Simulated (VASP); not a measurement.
Data:

```
Na
1.0
   -2.07940     2.07940     2.07940
    2.07940    -2.07940     2.07940
    2.07940     2.07940    -2.07940
Na
1
Direct
  0.00000   0.00000   0.00000
```

All values below come from PBE GGA, VASP's PBE PAW potentials (set 64) (plane waves; VASP). Run with 480 eV cut-off, 12×12×12 Γ-centred mesh, first-order Methfessel-Paxton smearing of 0.10 eV, potentials Na_pv.

### Question
Estimate the energy per atom (σ→0), band gap (on the k-mesh) with the smallest direct gap where there is one.

### Answer

- band gap (on the k-mesh) = none (metal, semimetal or under 0.01 eV)
- energy per atom (σ→0) = -1.307 eV/atom

The absolute energy has meaning only against runs of the same code, potentials and settings.

The compound is Na in the bcc structure. It was relaxed first, which changed the volume by -7 %.
